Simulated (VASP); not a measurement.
Computed with PBE GGA, VASP's PBE PAW potentials (set 64) (plane waves; VASP 6.6.1).

VASP ran on this input.

POSCAR:
```
Sc
1
    1.6594226978    -2.8742043366    -0.0000000000
    1.6594226978     2.8742043366    -0.0000000000
   -0.0000000000    -0.0000000000     5.1618118800
Sc
2
Direct
  0.3333330000   0.6666670000   0.2500000000
  0.6666670000   0.3333330000   0.7500000000
```

File KPOINTS:
```
Automatic mesh
0
Gamma
14 14 8
0 0 0
```

### INCAR
```
GGA=PE
ALGO=Normal   ! blocked Davidson
LWAVE=F
SYSTEM=Sc
NELM=100   ! most electronic steps
NEDOS=601   ! DOS grid
LMAXMIX=4
LASPH=T   ! aspherical one-centre terms
ENCUT=520
PREC=Accurate
LREAL=F   ! projection in real space or not
LCHARG=T
ISMEAR=-5
EDIFF=1E-7
LORBIT=11   ! lm-projected
ISIF=2   ! forces and stress, cell fixed
```

POTCAR, in this order: Sc_sv (PBE.64 set). Program: vasp_std.

Problem. What will the output report for the number of irreducible k-points (NKPTS), largest plane-wave count, number of space-group operations, FFT grid (NGX, NGY, NGZ)?

Solution. 
The number of irreducible k-points (NKPTS) comes out as 120. The largest plane-wave count comes out as 1345, the number of space-group operations comes out as 24 and the FFT grid (NGX, NGY, NGZ) is 28 × 28 × 40.

The compound is Sc in the hcp structure. It was relaxed first.
